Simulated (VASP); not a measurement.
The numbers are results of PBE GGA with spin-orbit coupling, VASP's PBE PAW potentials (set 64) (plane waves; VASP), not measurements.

A VASP calculation is set up with these files.

KPOINTS_OPT:
```
k-points along high-symmetry lines
8
Line-mode
Reciprocal
  0.000000   0.000000   0.000000 ! GAMMA
  0.500000   0.000000   0.500000 ! X

  0.500000   0.000000   0.500000 ! X
  0.625000   0.250000   0.625000 ! U

  0.375000   0.375000   0.750000 ! K
  0.000000   0.000000   0.000000 ! GAMMA

  0.000000   0.000000   0.000000 ! GAMMA
  0.500000   0.500000   0.500000 ! L

  0.500000   0.500000   0.500000 ! L
  0.500000   0.250000   0.750000 ! W

  0.500000   0.250000   0.750000 ! W
  0.500000   0.000000   0.500000 ! X
```

File POSCAR:
```
GdN
1
    0.0000000000     2.4900000000     2.4900000000
    2.4900000000     0.0000000000     2.4900000000
    2.4900000000     2.4900000000     0.0000000000
Gd N
1 1
Direct
  0.0000000000   0.0000000000   0.0000000000
  0.5000000000   0.5000000000   0.5000000000
```

### INCAR
```
SYSTEM = GdN
PREC = Accurate
ENCUT = 520
EDIFF = 1E-6
NELM = 100
ALGO = Normal
LREAL = .FALSE.
LASPH = .TRUE.
ISMEAR = 0
SIGMA = 0.05
GGA = PE
LMAXMIX = 6
LWAVE = .FALSE.
LCHARG = .FALSE.
LSORBIT = .TRUE.
MAGMOM = 0 0 0 0 0 0
GGA_COMPAT = .FALSE.
```

### KPOINTS
```
kpoints
0
Gamma
 11 11 11
0 0 0
```

POTCAR, in this order: Gd_3 N (PBE.64 set). Program: vasp_ncl.

What VASP printed:

OSZICAR:
```
       N       E                     dE             d eps       ncg     rms          rms(c)
DAV:   1     0.642510743497E+02    0.64251E+02   -0.65813E+03  2464   0.119E+03
DAV:   2    -0.135903535938E+02   -0.77841E+02   -0.74540E+02  3048   0.307E+02
DAV:   3    -0.186420147225E+02   -0.50517E+01   -0.48930E+01  3228   0.585E+01
DAV:   4    -0.187346458460E+02   -0.92631E-01   -0.92473E-01  3126   0.764E+00
DAV:   5    -0.187364890470E+02   -0.18432E-02   -0.18427E-02  3188   0.837E-01    0.280E+01
DAV:   6    -0.165961347012E+02    0.21404E+01   -0.19016E+01  2896   0.274E+01    0.250E+01
DAV:   7    -0.164085802587E+02    0.18755E+00   -0.15575E+00  2838   0.830E+00    0.173E+01
DAV:   8    -0.164157058393E+02   -0.71256E-02   -0.16947E-01  2784   0.402E+00    0.659E+00
DAV:   9    -0.164088048579E+02    0.69010E-02   -0.13793E-02  3124   0.912E-01    0.232E+00
DAV:  10    -0.164075710077E+02    0.12339E-02   -0.71445E-03  2924   0.534E-01    0.616E-01
DAV:  11    -0.164076532821E+02   -0.82274E-04   -0.10998E-03  3198   0.265E-01    0.537E-02
DAV:  12    -0.164076330119E+02    0.20270E-04   -0.11175E-04  3134   0.841E-02    0.133E-02
DAV:  13    -0.164076329881E+02    0.23818E-07   -0.59839E-06  3220   0.205E-02
   1 F= -.16407633E+02 E0= -.16407565E+02  d E =-.135308E-03  mag=     0.0000     0.0000     0.0000
       N       E                     dE             ncg
```

### OUTCAR
```
------------------------ aborting loop because EDIFF is reached ----------------------------------------
  FORCE on cell =-STRESS in cart. coord.  units (eV):
  Direction    XX          YY          ZZ          XY          YZ          ZX
  --------------------------------------------------------------------------------------
  Total        0.0110190      0.0110190      0.0110190      0.0000000      0.0000000      0.0000000
  in kB        0.5717764      0.5717764      0.5717764      0.0000000      0.0000000      0.0000000
  external PRESSURE =       0.5717764 kB  Pullay stress =       0.0000000 kB
  volume of cell :       30.88
      direct lattice vectors                 reciprocal lattice vectors
     0.000000000  2.490000000  2.490000000    -0.200803213  0.200803213  0.200803213
     2.490000000  0.000000000  2.490000000     0.200803213 -0.200803213  0.200803213
     2.490000000  2.490000000  0.000000000     0.200803213  0.200803213 -0.200803213
 POSITION                                       TOTAL-FORCE (eV/Angst)
 -----------------------------------------------------------------------------------
      0.00000      0.00000      0.00000        -0.000000      0.000000     -0.000000
      2.49000      2.49000      2.49000         0.000000     -0.000000      0.000000
 -----------------------------------------------------------------------------------
    total drift:                                0.000000      0.000000      0.000000
  FREE ENERGIE OF THE ION-ELECTRON SYSTEM (eV)
  ---------------------------------------------------
  free  energy   TOTEN  =       -16.4076329881 eV

  energy  without entropy=      -16.4074976799  energy(sigma->0) =      -16.40756533

 Ion:    1  E_soc:     -0.4808002

 Ion:    2  E_soc:     -0.0003741
```
(Selected blocks of OUTCAR.)

The 4f electrons are frozen in the core of the lanthanide potential, so 4f levels, which can set the real gap, and their magnetism are missing.

The compound is GdN in the rock salt structure. The cell was not relaxed at this level.
